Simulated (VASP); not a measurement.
Output of a VASP run:

**OUTCAR**
```
 ion  position               nearest neighbor table
   1  0.667  0.333  0.500-   4 2.56   4 2.56   4 2.56   3 2.57
   2  0.333  0.667  0.000-   3 2.56   3 2.56   3 2.56   4 2.57
   3  0.667  0.333  0.877-   2 2.56   2 2.56   2 2.56   1 2.57
   4  0.333  0.667  0.377-   1 2.56   1 2.56   1 2.56   2 2.57
  LATTYP: Found a hexagonal cell.
 ALAT       =     4.1960719301
 C/A-ratio  =     1.6241140646
 Subroutine PRICEL returns:
 Original cell was already a primitive cell.
 Subroutine GETGRP returns: Found 12 space group operations
The static configuration has the point symmetry C_3v.
 The point group associated with its full space group is C_6v.
The dynamic configuration has the point symmetry C_3v.
 Subroutine INISYM returns: Found 12 space group operations
 Subroutine IBZKPT returns following result:
 Found     21 irreducible k-points:

 Following reciprocal coordinates:
            Coordinates               Weight
  0.000000  0.000000  0.000000      1.000000
  0.166667 -0.000000  0.000000      6.000000
  0.333333  0.000000  0.000000      6.000000
  0.500000  0.000000  0.000000      3.000000
  0.166667  0.166667  0.000000      6.000000
  0.333333  0.166667  0.000000     12.000000
  0.333333  0.333333  0.000000      2.000000
  0.000000  0.000000  0.250000      2.000000
  0.166667 -0.000000  0.250000     12.000000
  0.333333  0.000000  0.250000     12.000000
  0.500000  0.000000  0.250000      6.000000
  0.166667  0.166667  0.250000     12.000000
  0.333333  0.166667  0.250000     24.000000
  0.333333  0.333333  0.250000      4.000000
  0.000000  0.000000  0.500000      1.000000
  0.166667 -0.000000  0.500000      6.000000
  0.333333  0.000000  0.500000      6.000000
  0.500000  0.000000  0.500000      3.000000
  0.166667  0.166667  0.500000      6.000000
  0.333333  0.166667  0.500000     12.000000
  0.333333  0.333333  0.500000      2.000000
   k-points           NKPTS =     21   k-points in BZ     NKDIM =     21   number of bands    NBANDS=     22
   number of dos      NEDOS =    301   number of ions     NIONS =      4
   total plane-waves  NPLWV =  51200
   dimension x,y,z NGX =    32 NGY =   32 NGZ =   50
   dimension x,y,z NGXF=    64 NGYF=   64 NGZF=  100
   ions per type =               2   2
   PREC   = accura    normal or accurate (medium, high low for compatibility)
   ISTART =      0    job   : 0-new  1-cont  2-samecut
   ICHARG =      2    charge: 1-file 2-atom 10-const
   ISPIN  =      1    spin polarized calculation?
   LNONCOLLINEAR =      F non collinear calculations
   LSORBIT =      F    spin-orbit coupling
   INIWAV =      1    electr: 0-lowe 1-rand  2-diag
   ENCUT  =  500.0 eV  36.75 Ry    6.06 a.u.   7.65  7.65 12.43*2*pi/ulx,y,z
   NELM   =    100;   NELMIN=  2; NELMDL= -5     # of ELM steps
   EDIFF  = 0.1E-05   stopping-criterion for ELM
   LREAL  =      F    real-space projection
   NLSPLINE    = F    spline interpolate recip. space projectors
   LMAXMIX     =    4 max onsite mixed and CHGCAR
   VOSKOWN=      0    Vosko Wilk Nusair interpolation
   EDIFFG = -.2E-01   stopping-criterion for IOM
   NSW    =     40    number of steps for IOM
   NBLOCK =      1;   KBLOCK =     40    inner block; outer block
   IBRION =      2    ionic relax: 0-MD 1-quasi-New 2-CG
   NFREE  =      1    steps in history (QN), initial steepest desc. (CG)
   ISIF   =      3    stress and relaxation
   ISYM   =      2    0-nonsym 1-usesym 2-fastsym
   TEIN   =    0.0    initial temperature
   TEBEG  =    0.0;   TEEND  =   0.0 temperature during run
   SMASS  =  -3.00    Nose mass-parameter (am)
   PSTRESS=    0.0 pullay stress
   NELECT =      36.0000    total number of electrons
   EFERMI =   0.00;   METHOD = LEGACY
   ISMEAR =     0;   SIGMA  =   0.05  broadening in eV -4-tet -1-fermi 0-gaus
   IALGO  =     38    algorithm
   LDIAG  =      T    sub-space diagonalisation (order eigenvalues)
   IMIX   =      4    mixing-type and parameters
     AMIX     =   0.40;   BMIX     =  1.00
     AMIX_MAG =   1.60;   BMIX_MAG =  1.00
...
```

### OSZICAR
```
       N       E                     dE             d eps       ncg     rms          rms(c)
DAV:   1     0.242075967563E+03    0.24208E+03   -0.17302E+04   924   0.145E+03
DAV:   2     0.260755336097E+00   -0.24182E+03   -0.23670E+03  1050   0.354E+02
DAV:   3    -0.132471950853E+02   -0.13508E+02   -0.13461E+02  1104   0.835E+01
DAV:   4    -0.133957942938E+02   -0.14860E+00   -0.14853E+00  1074   0.874E+00
DAV:   5    -0.133985639382E+02   -0.27696E-02   -0.27696E-02  1134   0.115E+00    0.108E+01
DAV:   6    -0.123166600150E+02    0.10819E+01   -0.26316E+00  1184   0.164E+01    0.854E+00
DAV:   7    -0.123006715276E+02    0.15988E-01   -0.79920E-01  1068   0.520E+00    0.399E+00
DAV:   8    -0.122984059723E+02    0.22656E-02   -0.11204E-01  1082   0.355E+00    0.515E-01
DAV:   9    -0.122963004244E+02    0.21055E-02   -0.22141E-02  1152   0.188E+00    0.154E-01
DAV:  10    -0.122965227760E+02   -0.22235E-03   -0.16507E-03  1076   0.421E-01    0.113E-01
DAV:  11    -0.122966354768E+02   -0.11270E-03   -0.22846E-04  1108   0.112E-01    0.106E-01
DAV:  12    -0.122966817526E+02   -0.46276E-04   -0.20268E-04  1008   0.823E-02    0.226E-02
DAV:  13    -0.122966813346E+02    0.41799E-06   -0.15533E-05  1134   0.301E-02    0.594E-03
DAV:  14    -0.122966825156E+02   -0.11810E-05   -0.18119E-06   834   0.893E-03    0.921E-03
DAV:  15    -0.122966819430E+02    0.57257E-06   -0.11925E-06   762   0.696E-03
   1 F= -.12296682E+02 E0= -.12296682E+02  d E =-.122967E+02
       N       E                     dE             d eps       ncg     rms          rms(c)
DAV:   1    -0.123281440685E+02   -0.31462E-01   -0.68505E-01   978   0.917E+00    0.137E+00
DAV:   2    -0.123010139374E+02    0.27130E-01   -0.72523E-02   966   0.348E+00    0.469E-01
DAV:   3    -0.122981268134E+02    0.28871E-02   -0.86013E-03  1020   0.845E-01    0.411E-01
DAV:   4    -0.122977273226E+02    0.39949E-03   -0.45355E-04   954   0.172E-01    0.994E-02
DAV:   5    -0.122976315329E+02    0.95790E-04   -0.29482E-04  1134   0.198E-01    0.251E-02
DAV:   6    -0.122976322338E+02   -0.70093E-06   -0.27397E-05   960   0.514E-02    0.102E-02
DAV:   7    -0.122976322771E+02   -0.43337E-07   -0.31529E-07   594   0.420E-03
   2 F= -.12297632E+02 E0= -.12297632E+02  d E =-.950334E-03
```

OUTCAR:
```
------------------------ aborting loop because EDIFF is reached ----------------------------------------
  FORCE on cell =-STRESS in cart. coord.  units (eV):
  Direction    XX          YY          ZZ          XY          YZ          ZX
  --------------------------------------------------------------------------------------
  Total       -0.0715862     -0.0715862     -0.0531586      0.0000000      0.0000000      0.0000000
  in kB       -1.0932066     -1.0932065     -0.8117953      0.0000000      0.0000000      0.0000000
  external PRESSURE =      -0.9994028 kB  Pullay stress =       0.0000000 kB
  volume of cell :      104.92
      direct lattice vectors                 reciprocal lattice vectors
     2.104301392 -3.644756745  0.000000000     0.237608549 -0.137183366  0.000000000
     2.104301392  3.644756745  0.000000000     0.237608549  0.137183366 -0.000000000
    -0.000000000  0.000000000  6.839606297     0.000000000  0.000000000  0.146207246
  FREE ENERGIE OF THE ION-ELECTRON SYSTEM (eV)
  ---------------------------------------------------
  free  energy   TOTEN  =       -12.2976322771 eV

  energy  without entropy=      -12.2976322771  energy(sigma->0) =      -12.29763228

 reached required accuracy - stopping structural energy minimisation
```
(Selected blocks of OUTCAR.)

File POSCAR:
```
CdS
1
    2.0980360424    -3.6339048429     0.0000000000
    2.0980360424     3.6339048429     0.0000000000
    0.0000000000     0.0000000000     6.8148994377
Cd S
2 2
Direct
  0.6666670000   0.3333330000   0.5000029639
  0.3333330000   0.6666670000   0.0000029639
  0.6666670000   0.3333330000   0.8769970361
  0.3333330000   0.6666670000   0.3769970361
```

Problem. Reconstruct the remaining input files.

Solution. This is not unique; one that fits is the input of the run itself, PBE GGA, plane waves, VASP's PBE PAW potentials (set 64).

### KPOINTS
```
Automatic mesh
0
Gamma
6 6 4
0 0 0
```

INCAR:
```
SYSTEM = CdS
PREC = Accurate; ENCUT = 500; LREAL = .False.
LASPH = .True.
EDIFF = 1E-6; NELM = 100; ALGO = Normal
LMAXMIX = 4
ISMEAR = 0; SIGMA = 0.05
GGA = PE
IBRION = 2; NSW = 40; ISIF = 3
EDIFFG = -0.02
LWAVE = .False.; LCHARG = .False.
```

POTCAR, in this order: Cd S (PBE.64 set). Program: vasp_std.

The compound is CdS in the wurtzite structure. This run relaxes it. Symmetry was kept, so distortions that lower it aren't found.
